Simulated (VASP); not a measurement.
Here is a VASP 6.6.1 calculation.

INCAR

```
SYSTEM = PmSe
PREC     = Accurate       ! precision mode
ENCUT    = 520            ! plane-wave cutoff, eV
EDIFF    = 1E-7           ! SCF threshold, eV
ISMEAR   = 0              ! smearing method
SIGMA    = 0.05           ! smearing width, eV
LREAL    = .False.        ! projectors in reciprocal space
LASPH    = .True.         ! aspherical terms in the spheres
NELM     = 120            ! most SCF steps
ALGO     = Normal         ! electronic algorithm
ISIF     = 2              ! what is computed and relaxed
LWAVE    = .False.        ! write WAVECAR
LCHARG   = .False.        ! write CHGCAR
ISPIN    = 2              ! spin polarisation
MAGMOM   = 4 -4 0 0       ! initial moments
LORBIT   = 11             ! projections on sites
LMAXMIX  = 6              ! l up to which the mixer works
LDAU     = .True.         ! DFT+U
LDAUTYPE = 2            
LDAUL    = 3 -1           ! shell
LDAUU    = 4 0            ! U, eV
LDAUJ    = 0 0          
LDAUPRINT= 1            
GGA      = CA             ! functional
```

Contents of KPOINTS:

```
Automatic mesh
0
Gamma
  5 5 5
  0 0 0
```

Contents of POSCAR:

```
PmSe
1.0
    0.0000000000      3.2231904100      3.2231904100
    3.2231904100      0.0000000000      3.2231904100
    6.4463808200      6.4463808200      0.0000000000
Pm Se
2 2
Direct
    0.0000000000      0.0000000000      0.0000000000
    0.0000000000      0.0000000000      0.5000000000
    0.2500000000      0.2500000000      0.1250000000
    0.2500000000      0.2500000000      0.6250000000
```

Potentials or basis: VASP PAW PBE potentials, release 64 (Pm, Se).

Run with:

```bash
$ cat potpaw_PBE.64/Pm/POTCAR potpaw_PBE.64/Se/POTCAR > POTCAR
$ mpirun -np 1 vasp_std > vasp.out
```

Question: Predict the site moments.

Answer: Pm +4.68, -4.68; Se -0.01, +0.01 μB.

Question: Predict the pressure.

Answer: 4.8 GPa.

Question: Estimate the band gap on the k mesh.

Answer: 0.07 eV.

Question: Estimate the net moment.

Answer: 0.00 μB per cell.

Stress tensor (GPa, compression positive):
```
 4.80  0.08 -0.08
 0.08  4.80 -0.08
-0.08 -0.08  4.80
```

Caveat: the magnetic or orbital state may not be the lowest; the PAW data sets were made with another functional, which shifts forces and pressure a little; spin-orbit coupling is left out, which moves the levels of the heavy elements; an odd mesh through Γ misses points on the zone boundary, where band edges often lie.
